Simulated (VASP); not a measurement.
These are PBE GGA, VASP's PBE PAW potentials (set 64) (plane waves; VASP) values and carry that method's errors.

VASP ran on this input.

### INCAR
```
! general
SYSTEM   =  LaP
PREC     =  Accurate
ENCUT    =  400
LREAL    =  .FALSE.
LASPH    =  .TRUE.   ! aspherical one-centre terms

! electronic loop
EDIFF    =  1E-6   ! SCF stop (eV)
NELM     =  100
ALGO     =  Normal   ! blocked Davidson
LMAXMIX  =  6

! smearing
ISMEAR   =  0   ! Gaussian
SIGMA    =  0.05   ! width (eV)

! functional
GGA      =  PE   ! PBE

! ions
ISIF     =  2   ! forces and stress, cell fixed

! output
LWAVE    =  .FALSE.
LCHARG   =  .FALSE.
```

File POSCAR:
```
LaP
1
    4.2739150000     0.0000000000     0.0000000000
    0.0000000000     4.2739150000     0.0000000000
    0.0000000000     0.0000000000     7.5255390000
La P
2 2
Direct
  0.0000000000   0.5000000000   0.0000000000
  0.5000000000   0.0000000000   0.5000000000
  0.0000000000   0.0000000000   0.2500000000
  0.0000000000   0.0000000000   0.7500000000
```

KPOINTS:
```
Automatic mesh
0
Gamma
5 5 3
0 0 0
```

POTCAR, in this order: La P (PBE.64 set). Program: vasp_std.

Task: What will the output report for the number of irreducible k-points (NKPTS), number of bands (NBANDS), largest plane-wave count, number of space-group operations, FFT grid (NGX, NGY, NGZ)?

Result: 
```json
{
 "number of irreducible k-points (NKPTS)": "12",
 "number of bands (NBANDS)": "20",
 "largest_plane_wave_count": "2511",
 "number_of_space_group_operations": "16",
 "FFT grid (NGX, NGY, NGZ)": "28 × 28 × 50"
}
```

The structure was generated: LaP was put into the PtS type (P4_2/mmc), which need not be its known phase. The cell was not relaxed at this level.
